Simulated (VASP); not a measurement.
Energy against volume of MgO (rock salt). All values below come from PBE GGA with D3 dispersion (Becke-Johnson damping), VASP's PBE PAW potentials (set 64) (plane waves; VASP 6.6.1). Run with 520 eV cut-off, 11×11×11 Γ-centred mesh, Gaussian smearing of 0.050 eV, potentials Mg O.

| V (Å³/atom) | E (eV/atom) |
|---|---|
| 8.714 | -6.22652 |
| 8.992 | -6.24125 |
| 9.271 | -6.24607 |
| 9.549 | -6.24239 |

Question: Fit these four points and predict the energy of the run at 9.827 Å³/atom.

Answer: A cubic in V^(−2/3), the third-order Birch-Murnaghan form, passes through the four points with V0 = 9.28 Å³/atom and B0 = 162 GPa, and gives -6.2315 eV/atom there. The run gave -6.2314 eV/atom, +0.1 meV/atom from the fit; all five points give B0 = 162 GPa.

The compound is MgO in the rock salt structure. It was relaxed first.
